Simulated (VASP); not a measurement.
Output of a VASP run:

### OSZICAR
```
       N       E                     dE             d eps       ncg     rms          rms(c)
DAV:   1     0.130333875385E+03    0.13033E+03   -0.10900E+04  2325   0.255E+03
DAV:   2     0.114282355726E+01   -0.12919E+03   -0.11807E+03  2270   0.377E+02
DAV:   3    -0.831304596326E+01   -0.94559E+01   -0.91113E+01  2524   0.113E+02
DAV:   4    -0.845029631325E+01   -0.13725E+00   -0.13705E+00  2455   0.132E+01
DAV:   5    -0.845237837472E+01   -0.20821E-02   -0.20820E-02  2981   0.162E+00    0.609E+00
DAV:   6    -0.814793724357E+01    0.30444E+00   -0.61013E+00  2795   0.669E+01    0.531E+00
DAV:   7    -0.764588275571E+01    0.50205E+00   -0.15502E+00  2570   0.471E+01    0.111E+00
DAV:   8    -0.764399943626E+01    0.18833E-02   -0.14967E-01  2899   0.497E+00    0.364E-01
DAV:   9    -0.763903033473E+01    0.49691E-02   -0.42065E-03  3431   0.181E+00    0.933E-02
DAV:  10    -0.763899414643E+01    0.36188E-04   -0.12123E-03  2913   0.597E-01    0.723E-02
DAV:  11    -0.763898431412E+01    0.98323E-05   -0.41755E-04  3165   0.453E-01    0.465E-02
DAV:  12    -0.763895094788E+01    0.33366E-04   -0.61012E-05  3272   0.135E-01    0.109E-02
DAV:  13    -0.763894987748E+01    0.10704E-05   -0.11693E-05  2399   0.416E-02    0.140E-03
DAV:  14    -0.763894986880E+01    0.86834E-08   -0.11698E-07  1362   0.659E-03
   1 F= -.70297195E+01 E0= -.70304242E+01  d E =-.702972E+01
```

**OUTCAR**
```
------------------------ aborting loop because EDIFF is reached ----------------------------------------
  FORCE on cell =-STRESS in cart. coord.  units (eV):
  Direction    XX          YY          ZZ          XY          YZ          ZX
  --------------------------------------------------------------------------------------
  Total        0.6238441      0.6238441      0.6238441     -0.0000000     -0.0000000     -0.0000000
  in kB       51.1993656     51.1993656     51.1993656     -0.0000000     -0.0000000     -0.0000000
  external PRESSURE =       1.1993656 kB  Pullay stress =      50.0000000 kB
  volume of cell :       19.52
      direct lattice vectors                 reciprocal lattice vectors
     2.692613571  0.000000000  0.000000000     0.371386378  0.000000000  0.000000000
     0.000000000  2.692613571  0.000000000     0.000000000  0.371386378  0.000000000
     0.000000000  0.000000000  2.692613571     0.000000000  0.000000000  0.371386378
 POSITION                                       TOTAL-FORCE (eV/Angst)
 -----------------------------------------------------------------------------------
      0.00000      0.00000      0.00000         0.000000      0.000000      0.000000
      1.34631      1.34631      1.34631         0.000000      0.000000      0.000000
 -----------------------------------------------------------------------------------
    total drift:                                0.000000      0.000000     -0.000000
  FREE ENERGIE OF THE ION-ELECTRON SYSTEM (eV)
  ---------------------------------------------------
  free  energy   TOTEN  =        -7.6389498688 eV

  energy  without entropy=       -7.6410639434  energy(sigma->0) =       -7.63965456
  enthalpy is  TOTEN    =        -7.0297195436 eV   P V=        0.6092303252

 reached required accuracy - stopping structural energy minimisation
```
(Selected blocks of OUTCAR.)

File POSCAR:
```
CuF
1
    2.6926135706    -0.0000000000    -0.0000000000
   -0.0000000000     2.6926135706     0.0000000000
   -0.0000000000     0.0000000000     2.6926135706
Cu F
1 1
Direct
  0.0000000000   0.0000000000   0.0000000000
  0.5000000000   0.5000000000   0.5000000000
```

Q: Write an INCAR and KPOINTS that could have produced this output.

A: Several could match; the one computed here: the input of the run itself, PBEsol GGA, plane waves, VASP's PBE PAW potentials (set 64).

**INCAR**
```
ALGO  =  Normal
EDIFF  =  1E-6
EDIFFG  =  -0.02
ENCUT  =  620
GGA  =  PS
IBRION  =  2
ISIF  =  3
ISMEAR  =  1
LASPH  =  .True.
LCHARG  =  .False.
LMAXMIX  =  4
LREAL  =  .False.
LWAVE  =  .False.
NELM  =  100
NSW  =  40
PREC  =  Accurate
PSTRESS  =  50
SIGMA  =  0.1
SYSTEM  =  CuF
```

### KPOINTS
```
Regular mesh
0
G
 13 13 13
```

POTCAR, in this order: Cu F (PBE.64 set). Program: vasp_std.

The structure was generated: CuF was put into the CsCl type type (Pm-3m), which need not be its known phase. It was relaxed first under an external pressure of 5 GPa.
